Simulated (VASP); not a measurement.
Mg₂Si (antifluorite): the mBJ gap over mesh and path against the volume, with the cell scaled uniformly; PBEsol's own equilibrium is at 21.052 Å³/atom. VASP (PAW), 400 eV cut-off, 7×7×7 Γ-centred mesh, Gaussian smearing of 0.050 eV, potentials Mg Si. mBJ is a potential without an energy functional, so only the levels count. Fit the value as a straight line in ln V.

```tsv
V (Å³/atom)	mBJ gap over mesh and path (eV)
19.157	0.479
19.789	0.518
20.42	0.551
21.052	0.582
21.683	0.609
22.315	0.633
```

Fit the rows as the text says and predict the value at 18.526.

The slope against ln V is 1.01 eV, the volume deformation potential of this gap. The line misses the rows by up to 0.005 and gives 0.450 at 18.526. The run gave 0.437, -0.013 from the line.

Left out are failed runs and those whose mesh is unfit for this quantity.

The compound is Mg2Si in the antifluorite structure.
